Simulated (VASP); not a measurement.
# A slab model of the (0 0 1) face of Ti2Ga

Wanted: how the (0 0 1) face of Ti2Ga relaxes, and what it costs to take an electron out. The start is a cell from a database of measured crystal structures.

Program: VASP 6.6.1. Level of theory: PBEsol; plane waves and PAW (Ga, Ti), in the first sound run; inputs show where later runs differ. Results are calculated unless marked as measured.

### Step 1. The structure

Symmetry: P6_3/mmc, No. 194, hexagonal system. The conventional cell has a = 4.510 Å, b = 4.510 Å, c = 5.500 Å, α = 90.00°, β = 90.00°, γ = 120.00°. Ga has 11 Ti at 2.60 to 2.94 Å nearest. Nearest to Ti lie 8 Ti at 2.75 to 2.94 Å and 6 Ga at 2.94 Å. Ti has 5 Ga at 2.60 to 2.75 Å and 6 Ti at 2.94 Å nearest. Farther neighbours are not listed.

As a file:

```xyz
6
Lattice="4.5100 0.0000 0.0000 -2.2550 3.9058 0.0000 0.0000 0.0000 5.5000" Properties=species:S:1:pos:R:3 pbc="T T T"
Ga    2.2550    1.3019    4.1250
Ga    0.0000    2.6038    1.3750
Ti    0.0000    0.0000    2.7500
Ti    0.0000    0.0000    0.0000
Ti    2.2550    1.3019    1.3750
Ti    0.0000    2.6038    4.1250
```

### Step 2. The bulk reference

The surface energy counts from the bulk crystal, run with the slab's cutoff and functional on a dense mesh.

INCAR reads:

```
SYSTEM = Ti2Ga
PREC = Normal
ENCUT = 300
EDIFF = 1E-05
NELM = 120
ISMEAR = 0
SIGMA = 0.05
LREAL = .FALSE.
ALGO = Fast
GGA = PS
NBANDS = 17
LORBIT = 11
LWAVE = .FALSE.
LCHARG = .FALSE.
KPAR = 2
```

POSCAR reads:

```
Ti2Ga
1.0
    4.5100000000      0.0000000000      0.0000000000
   -2.2550000000      3.9057745711      0.0000000000
    0.0000000000      0.0000000000      5.5000000000
Ga Ti
2 4
Direct
    0.6666666667      0.3333333333      0.7500000000
    0.3333333333      0.6666666667      0.2500000000
    0.0000000000      0.0000000000      0.5000000000
    0.0000000000      0.0000000000      0.0000000000
    0.6666666667      0.3333333333      0.2500000000
    0.3333333333      0.6666666667      0.7500000000
```

KPOINTS reads:

```
Automatic mesh
0
Gamma
9 9 6
0 0 0
```

Potentials, in the order of the species: Ga and Ti (PBE family, release 64).

Run with:

```
mpirun -np 2 vasp_std
```

Output:

```text
[banner, memory and clock lines left out]
running    2 mpi-ranks, on    1 nodes
 distrk:  each k-point on    1 cores,    2 groups
 distr:  one band on    1 cores,    1 groups

 POSCAR found type information on POSCAR GaTi
 POSCAR found :  2 types and       6 ions
|                                                                             |
|               ----> ADVICE to this user running VASP <----                  |
|                                                                             |
|     You enforced a specific xc type in the INCAR file but a different       |
|     [... a line on the potential file left out ...]
|     I HOPE YOU KNOW WHAT YOU ARE DOING!                                     |
|                                                                             |

 LDA part: xc-table for (Slater+PW92), standard interpolation
 POSCAR, INCAR and KPOINTS ok, starting setup
 FFT: planning ... GRIDC
 FFT: planning ... GRID_SOFT
 FFT: planning ... GRID
 WAVECAR not read
 entering main loop
       N       E                     dE             d eps       ncg     rms          rms(c)
DAV:   1     0.588307835841E+02    0.58831E+02   -0.56085E+03  1632   0.723E+02
DAV:   2    -0.385574266137E+02   -0.97388E+02   -0.95057E+02  1640   0.185E+02
DAV:   3    -0.482735037265E+02   -0.97161E+01   -0.94783E+01  2583   0.572E+01
DAV:   4    -0.484887974643E+02   -0.21529E+00   -0.21430E+00  2208   0.984E+00
DAV:   5    -0.484916408112E+02   -0.28433E-02   -0.28407E-02  2363   0.863E-01    0.246E+01
RMM:   6    -0.422921170837E+02    0.61995E+01   -0.20046E+01  1660   0.361E+01    0.508E+00
RMM:   7    -0.425906915701E+02   -0.29857E+00   -0.88932E+00  1699   0.121E+01    0.239E+00
RMM:   8    -0.424620264640E+02    0.12867E+00   -0.11081E+00  1678   0.866E+00    0.242E+00
RMM:   9    -0.424275903921E+02    0.34436E-01   -0.19586E-01  1970   0.248E+00    0.177E+00
RMM:  10    -0.423914718490E+02    0.36119E-01   -0.15168E-01  1907   0.217E+00    0.639E-01
RMM:  11    -0.423896000460E+02    0.18718E-02   -0.43779E-02  1809   0.146E+00    0.213E-01
RMM:  12    -0.423907844269E+02   -0.11844E-02   -0.12738E-02  2070   0.514E-01    0.117E-01
RMM:  13    -0.423910557307E+02   -0.27130E-03   -0.45822E-03  1852   0.585E-01    0.221E-01
RMM:  14    -0.423908425315E+02    0.21320E-03   -0.13873E-03  1824   0.337E-01    0.299E-02
RMM:  15    -0.423908777778E+02   -0.35246E-04   -0.52143E-04  2121   0.785E-02    0.133E-02
RMM:  16    -0.423908825263E+02   -0.47485E-05   -0.65167E-05  1809   0.322E-02
   1 F= -.42390883E+02 E0= -.42386825E+02  d E =-.811509E-02
```

Wall time 8 s (2 MPI ranks of Intel Xeon 6975P-C (Granite Rapids), shared host); peak memory 0.29 GiB.

Lines that name or quote the potential files are left out of all logs, and their timing lines are given in words.

Parts of OUTCAR (step 2):

```text
ion  position               nearest neighbor table
   1  0.667  0.333  0.750-   6 2.60   6 2.60   6 2.60   5 2.75   5 2.75   3 2.94   4 2.94   3 2.94
                             4 2.94   3 2.94   4 2.94
   2  0.333  0.667  0.250-   5 2.60   5 2.60   5 2.60   6 2.75   6 2.75   3 2.94   4 2.94   4 2.94
                             3 2.94   4 2.94   3 2.94
   3  0.000  0.000  0.500-   4 2.75   4 2.75   1 2.94   5 2.94   6 2.94   2 2.94   1 2.94   5 2.94
                             2 2.94   6 2.94   1 2.94   5 2.94   2 2.94   6 2.94
   4  0.000  0.000  0.000-   3 2.75   3 2.75   1 2.94   5 2.94   6 2.94   2 2.94   1 2.94   5 2.94
                             2 2.94   6 2.94   1 2.94   5 2.94   2 2.94   6 2.94
   5  0.667  0.333  0.250-   2 2.60   2 2.60   2 2.60   1 2.75   1 2.75   3 2.94   4 2.94   3 2.94
                             4 2.94   3 2.94   4 2.94
   6  0.333  0.667  0.750-   1 2.60   1 2.60   1 2.60   2 2.75   2 2.75   3 2.94   4 2.94   4 2.94
                             3 2.94   4 2.94   3 2.94

  LATTYP: Found a hexagonal cell.
 ALAT       =     4.5100000000
 C/A-ratio  =     1.2195121951

 Subroutine GETGRP returns: Found 24 space group operations
 (whereof 12 operations were pure point group operations)

The static configuration has the point symmetry D_3d.
 The point group associated with its full space group is D_6h.

 Found     48 irreducible k-points:

   k-points           NKPTS =     48   k-points in BZ     NKDIM =     48   number of bands    NBANDS=     17

   dimension x,y,z NGX =    20 NGY =   20 NGZ =   24
   dimension x,y,z NGXF=    40 NGYF=   40 NGZF=   48

   ENCUT  =  300.0 eV  22.05 Ry    4.70 a.u.   6.37  6.37  7.77*2*pi/ulx,y,z

   NELECT =      22.0000    total number of electrons

 k-points in reciprocal lattice and weights: Automatic mesh
   0.00000000  0.00000000  0.00000000       0.002
   0.11111111  0.00000000  0.00000000       0.012
   0.22222222  0.00000000  0.00000000       0.012
   0.33333333  0.00000000  0.00000000       0.012
   0.44444444  0.00000000  0.00000000       0.012
   0.11111111  0.11111111  0.00000000       0.012
   0.22222222  0.11111111  0.00000000       0.025
   0.33333333  0.11111111  0.00000000       0.025
   0.44444444  0.11111111  0.00000000       0.012
[...]
0.33333333  0.22222222  0.50000000       0.025
   0.33333333  0.33333333  0.50000000       0.004

 average (electrostatic) potential at core
       1 -13.0516       2 -13.0516       3 -26.1586       4 -26.1586       5 -26.2520
       6 -26.2520

 E-fermi :   3.0599

 k-point     1 :       0.0000    0.0000    0.0000
  band No.  band energies     occupation
    ...
      8       2.0096      2.00000
      9       2.1723      2.00000
     10       2.1723      2.00000
     11       2.5305      2.00000
     12       2.5305      2.00000
     13       4.4750      0.00000
     14       4.4750      0.00000
     15       4.8067      0.00000
     16       5.4758      0.00000
     17       7.3419      0.00000

 k-point     2 :       0.1111    0.0000    0.0000
  band No.  band energies     occupation
    ...
      8       2.1456      2.00000
      9       2.2321      2.00000
     10       2.3152      2.00000
     11       2.4260      2.00000
     12       2.5341      2.00000
     13       4.4150      0.00000
     14       4.4482      0.00000
     15       4.7337      0.00000
     16       5.3064      0.00000
     17       5.4247      0.00000

 k-point     3 :       0.2222    0.0000    0.0000
  band No.  band energies     occupation
    ...
      8       2.1767      2.00000
      9       2.1774      2.00000
     10       2.4031      2.00000
     11       2.5507      2.00000
     12       2.7081      2.00000
     13       4.2469      0.00000
     14       4.3580      0.00000
     15       4.5006      0.00000
     16       4.9545      0.00000
     17       5.1501      0.00000

  Total       -2.5881893     -2.5881893     -3.5272198     -0.0000000      0.0000000     -0.0000000
  in kB      -42.8016213    -42.8016213    -58.3306341     -0.0000000      0.0000000     -0.0000000
  external PRESSURE =     -47.9779589 kB  Pullay stress =       0.0000000 kB

  energy-cutoff  :      300.00
  volume of cell :       96.88
      direct lattice vectors                 reciprocal lattice vectors
     4.510000000  0.000000000  0.000000000     0.221729490  0.128015581  0.000000000
    -2.255000000  3.905774571  0.000000000     0.000000000  0.256031162  0.000000000
     0.000000000  0.000000000  5.500000000     0.000000000  0.000000000  0.181818182

 POSITION                                       TOTAL-FORCE (eV/Angst)
 -----------------------------------------------------------------------------------
      2.25500      1.30192      4.12500         0.000000     -0.000000      0.000000
     -0.00000      2.60385      1.37500        -0.000000      0.000000      0.000000
      0.00000      0.00000      2.75000         0.000000      0.000000      0.000000
      0.00000      0.00000      0.00000         0.000000      0.000000      0.000000
      2.25500      1.30192      1.37500        -0.000000      0.000000      0.000000
     -0.00000      2.60385      4.12500        -0.000000      0.000000      0.000000
 -----------------------------------------------------------------------------------
    total drift:                                0.000000     -0.000000     -0.000000

  FREE ENERGIE OF THE ION-ELECTRON SYSTEM (eV)
  ---------------------------------------------------
  free  energy   TOTEN  =       -42.3908825263 eV

  energy  without entropy=      -42.3827674361  energy(sigma->0) =      -42.38682498

 total charge
# of ion       s       p       d       tot
------------------------------------------
    1        1.150   1.388   0.102   2.640
    2        1.150   1.388   0.102   2.640
    3        0.477   0.555   2.432   3.464
    4        0.477   0.555   2.432   3.464
    5        0.448   0.614   2.465   3.527
    6        0.448   0.614   2.465   3.527
--------------------------------------------------
tot          4.151   5.114   9.998  19.262

[... 3 further parts left out ...]
```

The PAW data sets were made with PBE, which is usual practice but a small mismatch for other functionals. The data sets Ga and Ti keep the semicore shell frozen, which is cheaper and a little less accurate.

Numbers from this step:

* electronic cycles: 16
* electrons: 22
* free energy (TOTEN): -42.39 eV
* energy at zero smearing: -42.39 eV
* Fermi energy: 3.060 eV
* labelled metallic, from the levels on this mesh: yes

Energy at zero smearing: -42.38682 eV.

[end of part 1 of 5]

[Lines on the potential files, build, host, timing and source positions are cut from VASP's logs without a mark.]

[Logs are printed without paths, hosts, clocks, repeated set-up lines and the standing remarks that a program may print on its own settings, such as how far it seeks lower states.]

[Hosts, paths, dates, database ids (printed as entryN), source tags and the programs' standing remarks are cut or masked in the printed files.]

[In band tables of VASP the shares of atoms and orbitals are scaled to a sum of 1 inside the atoms' spheres.]

[Runs that stopped without an error message from VASP are left out.]
